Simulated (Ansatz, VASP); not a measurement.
# Ti (Titanium) in two plane-wave programs, part 2 of 2

One calculation is typed for both programs; each brings its own data sets. How far apart do they land? The cell is taken from a series of runs on this material, whose earlier steps may have relaxed, scaled, displaced or heated it; both programs get it as it stands.

VASP 6.6.1 and Ansatz 0.2.0.

So far: The structure; VASP: zone-centre phonons, PBE.

**3. Ansatz: zone-centre phonons, PBE**

Level of this step: Ansatz beside VASP: Kohn-Sham DFT, plane waves, PBE (Ansatz).

Ansatz runs on norm-conserving files, of PseudoDojo where its log says so.

The same cell, functional, mesh and smearing now go to Ansatz.

input.yaml

```yaml
crystal:
  lattice:
    - [2.9375799284, 0.0, 0.0]
    - [-1.4687899642, 2.5440188436, 0.0]
    - [0.0, 0.0, 4.6525728535]
  atoms:
    - { symbol: Ti, position: [0.3333333333, 0.6666666667, 0.25] }
    - { symbol: Ti, position: [0.6666666667, 0.3333333333, 0.75] }
kpoints:
  mp_grid: { grid: [8, 8, 6] }
hamiltonian:
  xc: pbe
  pseudopotentials: { kind: nc, accuracy: standard }
scf:
  occupations: { method: fermi_dirac, width: 0.1 }
  n_extra_bands: 14
output:
  eigenvalues: true
basis:
  ecutwfc: 1142.878
phonons:
  method: dfpt
  qmesh: [2, 2, 2]
  temperatures: { t_max: 1000, t_step: 50 }
  qpath:
    path:
      - [[0.0, 0.0, 0.0], [0.5, 0.0, 0.0], [0.33333333, 0.33333333, 0.0], [0.0, 0.0, 0.0], [0.0, 0.0, 0.5], [0.5, 0.0, 0.5], [0.33333333, 0.33333333, 0.5], [0.0, 0.0, 0.5]]
      - [[0.5, 0.0, 0.5], [0.5, 0.0, 0.0]]
      - [[0.33333333, 0.33333333, 0.5], [0.33333333, 0.33333333, 0.0]]
    npoints: 10
  electron_phonon_deformation_potentials: { window_half_width: 2.5 }
```

On the command line:

```
> ansatz run input.yaml --threads 4 --pin off --max-ram 12288MiB --backend cpu --events-out ev --progress --plain --runs-dir out
```

Numbers of over 12 decimals in the logs are rounded to 6 here.

The program printed:

```text
Warning: basis.ecutwfc = 1142.878 eV is below the records' recommended 1142.878222 eV, and the density's cutoff is lower with it unless basis.ecutrho_ratio is high enough to keep the records' density cutoff: compare with a run at a higher cutoff
scf.n_extra_bands = 14 over 12 filled bands (N_el = 24.0): the run solves 26 bands
Engine: ansatz 0.2.0, aarch64-unknown-linux-gnu
Pseudopotentials: kind: nc
Pseudopotential: Ti, nc, valence charge 12, recommended cutoff 1142.878222 eV (normal), Ti.nc.azcp (PseudoDojo's, or run here from an input of PseudoDojo's; its table is named by hamiltonian.pseudopotentials.accuracy)
Functional definition: PBE
  parameter kappa = 0.804
  parameter beta = 0.066725
  exchange = pbe_x(kappa = kappa, mu = beta*pi^2/3)
  correlation = pbe_c(beta = beta)
Crystal: 2 atoms, lattice volume = 34.770 Å³
Basis set: ecut = 1142.878 eV, 2983 PW (Γ), exchange–correlation on 72×72×108 points (8 copies of the dense FFT grid, shifted against one another)
Bands: 26, of which v1, the nominal top of the filled ones, is band 12 counted from 1 (11 counted from 0)
Symmetry: 24 space group operations
k-points: 40 of 384
Non-local potential: Ti, projectors of the file, l = 0: 2, l = 1: 2, l = 2: 2
Initial density: superposition of atomic densities (chi_scale 0.1, normalization cell)
Initial wavefunctions: pseudopotential atomic-orbital guess
Functional: x = pbe(κ = 0.804, μ = 0.219515), c = pbe(β = 0.066725)
SCF iter   1: F=—  HF=-3230.680148 eV  |F-HF|=—  |Δ(HF+E_count)|=         —  Δρ=5.86e-2  dr2=1.16e0  ethr=3.10e-3  ⟨swp⟩=5.8  Hψ=4734  notcnv=0  defer=44
preconditioner: auto → none  [metal: Δε(μ)=0.105 eV  Ē_g=8.873 eV  σ=0.100 eV  W_gap=0.25  n_scr=8 (ndim 8)  ℏωp=17.8 eV  f_vac=0.000  D(μ)=1.69/eV (n_scr^D=22)  sad-step TF]
SCF iter   2: F=—  HF=-3230.366262 eV  |F-HF|=—  |Δ(HF+E_count)|=   3.14e-1  Δρ=2.38e-2  dr2=1.92e-1  ethr=3.10e-3  ⟨swp⟩=2.0  Hψ=1660  notcnv=0  defer=188
SCF iter   3: F=—  HF=-3230.323150 eV  |F-HF|=—  |Δ(HF+E_count)|=   4.31e-2  Δρ=4.61e-3  dr2=3.39e-3  ethr=7.98e-4  ⟨swp⟩=3.1  Hψ=1518  notcnv=0  defer=190
SCF iter   4: F=—  HF=-3230.323588 eV  |F-HF|=—  |Δ(HF+E_count)|=   4.38e-4  Δρ=3.64e-4  dr2=1.56e-5  ethr=1.41e-5  ⟨swp⟩=2.2  Hψ=1174  notcnv=0  defer=190
SCF iter   5: F=—  HF=-3230.323599 eV  |F-HF|=—  |Δ(HF+E_count)|=   1.06e-5  Δρ=4.49e-5  dr2=2.67e-7  ethr=6.50e-8  ⟨swp⟩=2.0  Hψ=1262  notcnv=0  defer=190
SCF iter   6: F=—  HF=-3230.323613 eV  |F-HF|=—  |Δ(HF+E_count)|=   1.41e-5  Δρ=8.37e-6  dr2=5.81e-9  ethr=1.11e-9  ⟨swp⟩=2.4  Hψ=1484  notcnv=0  defer=190
SCF iter   7: F=—  HF=-3230.323613 eV  |F-HF|=—  |Δ(HF+E_count)|=  8.19e-11  Δρ=1.35e-6  dr2=1.86e-10  ethr=2.42e-11  ⟨swp⟩=2.5  Hψ=1342  notcnv=0  defer=190
SCF iter   8: F=-3230.323613 eV  HF=-3230.323613 eV  |F-HF|=1.82e-12  |Δ(HF+E_count)|=  5.96e-11  Δρ=1.58e-7  dr2=4.77e-12  ethr=1.00e-12  ⟨swp⟩=11.6  Hψ=5562  notcnv=0
SCF 1 converged in 8 iterations: F = -3230.323613 eV  dr2 = 4.77e-12
NSCF: frozen V_eff on 40 k-points
NSCF: frozen V_eff on 40 k-points
DFPT response loops at q = (0, 0, 0) (fractional): preconditioner auto → Kerker (q_TF=auto, 2.565 Å⁻¹) (partly filled bands, converged f_vac=0.000); β = 1.00, the filter's whole step (`scf.mixing.beta` (0.50) is not read by the response loops under this deck's `scf.mixing.preconditioner`; to damp them name `kerker` or `kerker_dos`, under which they read `scf.mixing.beta`, and type it under 1.00, their step now; both keys bind the ground state too); Anderson in place of MSR1; while a model of the screening serves, it and β = 1 on shorter waves in the place of filter and β
NSCF: frozen V_eff on 40 k-points
DFPT response loops at q = (0, 0, -0.5) (fractional): mixed as the last ones told, above
DFPT response loops at q = (0, -0.5, 0) (fractional): mixed as the last ones told, above
DFPT response loops at q = (0, -0.5, -0.5) (fractional): mixed as the last ones told, above
SCF converged after 8 iterations
Free energy (F): -3230.323613 eV
Harris-Foulkes:  -3230.323613 eV  (|F-HF|=1.82e-12)
Internal energy: -3230.249580 eV  (E = F + TS)
E sigma→0 (E₀):  -3230.286596 eV
Entropy (-TS):   -0.074033 eV (-37.017 meV/atom)
Fermi energy:    13.375060 eV
--- Per-component energies (eV) ---
  E_band       = -314.774747
  E_kinetic    = 1278.340432
  E_local      = -2413.462344  (includes V_loc(G=0)·N_el)
  E_nonlocal   = 31.834871
  E_hartree    = 659.304149
  E_xc         = -474.815841
  E_vxc        = -530.096079  (∫ρ·V_xc dr)
  E_ewald      = -2311.450846
  E_smearing   = -0.074033  (= −TS)
  E_closure    = 0.000000  (closes the sum)
  Σ components = -3230.323613   (vs F -3230.323613, Δ=0.00e0)
--- Band table (eV; the first three rows and the last of 40) ---
  k-point 0: bands = [... 8 lower, 7.2065, 10.7134, 14.1491, 14.1765, 14.1765, 14.2964, 14.6766, 14.6766, ... 10 higher]
  k-point 1: bands = [... 8 lower, 7.4393, 10.5822, 13.7978, 14.0817, 14.0817, 14.1681, 14.5544, 14.5544, ... 10 higher]
  k-point 2: bands = [... 8 lower, 8.1000, 10.0239, 13.3966, 13.8410, 14.0051, 14.0051, 14.2987, 14.2987, ... 10 higher]
  k-point 39: bands = [... 8 lower, 11.7370, 11.7370, 12.7301, 12.7301, 13.1578, 13.1578, 15.1158, 15.1158, ... 10 higher]
--- Phonons (Γ-DFPT): 2 representative perturbations + reference (Σ response iterations 9) ---
  ASR residual: 2.515e-3 → 0.000e0 eV/Å²; symmetrization residual: 5.729e-14 eV/Å²
  ASR residual per site (eV/Å²): 2.51e-3 2.51e-3
  Γ frequencies (cm⁻¹): 0.00 0.00 0.00 121.36 121.36 190.45
--- Phonons (arbitrary-q DFPT): 4 irreducible q on the 2×2×2 mesh ---
  q = [0.0000, 0.0000, 0.0000] (star 1, of the zone-centre solve; hermiticity 3.56e-14, symmetrization 1.82e-14): -0.00 -0.00 -0.00 121.36 121.36 190.45
  q = [0.0000, 0.0000, -0.5000] (star 1, 2 solved perturbations in 116 linear systems a pass and spin channel, the states on 40 of 384 k-point pairs; hermiticity 3.48e-13, symmetrization 3.98e-13): 91.81 91.81 91.81 91.81 191.40 191.40
  q = [0.0000, -0.5000, 0.0000] (star 3, 3 solved perturbations in 252 linear systems a pass and spin channel, the states on 84 of 384 k-point pairs; hermiticity 8.55e-14, symmetrization 4.32e-14): 103.00 117.04 209.32 225.66 226.48 244.36
  q = [0.0000, -0.5000, -0.5000] (star 3, 3 solved perturbations in 252 linear systems a pass and spin channel, the states on 84 of 384 k-point pairs; hermiticity 5.18e-9, symmetrization 9.48e-14): 173.57 173.57 174.28 174.28 261.42 261.42
  sum rule: each row above includes the acoustic sum rule's correction from the zone centre's row sums; it moved no ω² by more than (3.78 cm⁻¹)²
  mesh force constants: q→R imaginary residual 1.38e-17; ASR residual 2.515e-3 → 0.000e0 eV/Å²; symmetrization residual 8.882e-15 eV/Å²
  interpolated dispersion: 93 rows × 6 modes
  density of states and harmonic sums: on the 24×24×14 q-mesh, interpolated from the force constants of a 2×2×2 supercell (no non-analytic term)
  largest difference from the sums on the solved wave vectors: F 6.00e-2 eV, S 9.23e-5 and C_V 3.23e-5 eV/K
  zero-point energy: 0.065969 eV/cell   skipped modes (ω ≤ 0): 3   left out of the sums: 6.20e-5 of the cell's modes: C_V's classical limit lies that fraction below 3 k_B per atom; for a crystal, a wire or a layer, F and S can be off by more, and a phonons.interpolated_qmesh denser along its periods is the remedy for the sampling
Electron–phonon deformation potentials of 4 wavevectors written to <dir>
```

In the SCF lines HF is the Harris–Foulkes energy and dr2 the Hartree energy of the density residual, in eV; the loop may stop once dr2 is under the threshold and the program's other checks hold. Hψ counts applications of the Hamiltonian.

**4. Side by side**

Known differences besides the potentials themselves: VASP's run holds the zone centre alone; the cutoff is 1142.88 eV in Ansatz and 500 eV in VASP. Total energies have different zeros and are not compared.

Both answers:

```csv
quantity,Ansatz,VASP,difference
optical mode 1 to 2 (cm⁻¹),121.4,121.0,+0.29 %
optical mode 3 (cm⁻¹),190.4,190.1,+0.16 %
```

Modes are paired by rising frequency, not by their patterns, so a pair may set unlike modes beside each other; they are those without the splitting of longitudinal modes.

**5. What came out**

```
r.m.s. difference of the optical zone-centre modes, each program's sorted by frequency (zone-centre phonons, PBE) : 0.33 cm⁻¹
```

In words: The r.m.s. difference of the optical zone-centre modes, each program's sorted by frequency is 0.33 cm⁻¹ (zone-centre phonons, PBE). How closely two codes agree says nothing of how well the functional describes the real material.

[Lines on the potential files, build, host, timing and source positions are cut from VASP's logs without a mark.]

[Logs are printed without paths, hosts, clocks, repeated set-up lines and the standing remarks that a program may print on its own settings, such as how far it seeks lower states.]

[Hosts, paths, dates, database ids (printed as entryN), source tags and the programs' standing remarks are cut or masked in the printed files.]
